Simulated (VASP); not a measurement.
Take MgS (space group P6_3mc), without spin-orbit terms, in VASP with PAW potentials, and its band gap. mBJ is a potential without an energy functional, so only the levels count.

Q: One run gives 4.13 eV. Which level is it?
A. PBEsol (own cell)
B. HSE06 (PBE cell)
C. mBJ (TB09) (PBE cell)
D. r2SCAN (own cell)

A: D, r2SCAN (own cell).  The others give 4.97 (mBJ (TB09) (PBE cell)), 3.30 (PBEsol (own cell)), 4.43 (HSE06 (PBE cell)).

Only levels that ran to the end are used. Left out are those held back, those with too coarse a band path, GW runs whose mesh misses a band edge, hybrids' fits of cells that aren't cubic and levels without matching references; a question may draw on a part of the rest.

The structure comes from a computed database's MgS entry (P6_3mc); how it stands against other phases isn't given here.
